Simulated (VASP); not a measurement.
Here is the system:

```yaml
crystal:
  lattice:
    - [0.00000, 3.22064, 3.22064]
    - [3.22064, 0.00000, 3.22064]
    - [3.22064, 3.22064, 0.00000]
  atoms:
    - { symbol: Te, position: [0.50000, 0.50000, 0.50000] }
    - { symbol: Pb, position: [0.02329, 0.02329, 0.97671] }
```

Method: PBEsol GGA, VASP's PBE PAW potentials (set 64) (plane waves; VASP 6.6.1). Numerical set-up: 480 eV cut-off, 8×8×8 Γ-centred mesh, Gaussian smearing of 0.050 eV, potentials Te Pb_d.

Unless said otherwise, spin-orbit coupling is left out, though it shifts the bands of the heavy elements here.

Question: Estimate the energy per atom (σ→0), largest force, band gap (on the k-mesh) with the smallest direct gap where there is one.

Answer: 
```json
{
  "band gap (on the k-mesh)": "0.78 eV",
  "smallest direct gap (on the k-mesh)": "0.78 eV",
  "energy per atom (σ→0)": "-4.126 eV/atom",
  "largest_force": "0.131 eV/Å"
}
```

The absolute energy has meaning only against runs of the same code, potentials and settings.

The compound is PbTe in the rock salt structure. This cell was strained or had an atom moved on purpose.
